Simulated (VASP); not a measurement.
```
CELL_PARAMETERS angstrom
      4.01225     0.00000     0.00000
     -2.00613     3.47471     0.00000
      0.00000     0.00000    16.80399
ATOMIC_POSITIONS crystal
  In 0.00000 0.00000 0.58265
  In 0.00000 0.00000 0.41735
  In 0.33333 0.66667 0.91731
  In 0.33333 0.66667 0.08269
  Se 0.66667 0.33333 0.84114
  Se 0.66667 0.33333 0.15886
  Se 0.33333 0.66667 0.65873
  Se 0.33333 0.66667 0.34127
```

Calculation: PBEsol GGA, VASP's PBE PAW potentials (set 64) (plane waves; VASP). Settings: 400 eV cut-off, Gaussian smearing of 0.050 eV, potentials In_d Se.

Without a dispersion term in the relaxation, distances and binding between the weakly bound layers, chains or molecules are unreliable, and so is what depends on them. Unless said otherwise, spin-orbit coupling is left out, though it shifts the bands of the heavy elements here.

Problem. Estimate the band gap (along the path) with the smallest direct gap where there is one.

Solution. 
| Item | Value |
|---|---|
| band gap (along the path) | 0.32 eV |
| smallest direct gap (along the path) | 0.32 eV |

The absolute energy has meaning only against runs of the same code, potentials and settings.

The structure comes from a computed database's InSe entry (P-6m2); how it stands against other phases isn't given here. It was relaxed first, which changed the volume by -9 %.
